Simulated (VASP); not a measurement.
Consider the following.

```
LiCl
1.0
    0.00000     2.34510     2.34510
    2.34510     0.00000     2.34510
    2.34510     2.34510     0.00000
Li Cl
1 1
Cartesian
  0.00000   0.00000   0.00000
  2.34510   2.34510   2.34510
```

All values below come from LDA (Ceperley-Alder, Perdew-Zunger), VASP's LDA PAW potentials (set 64) (plane waves; VASP). Settings: 620 eV cut-off, 10×10×10 Γ-centred mesh, Gaussian smearing of 0.050 eV, potentials Li_sv Cl.

Task: Estimate the energy per atom (σ→0), pressure.

Result: 
```yaml
energy per atom (σ→0): -3.983 eV/atom
pressure: 10.00 GPa
```

The absolute energy has meaning only against runs of the same code, potentials and settings.

The compound is LiCl in the rock salt structure. It was relaxed first under an external pressure of 10 GPa.
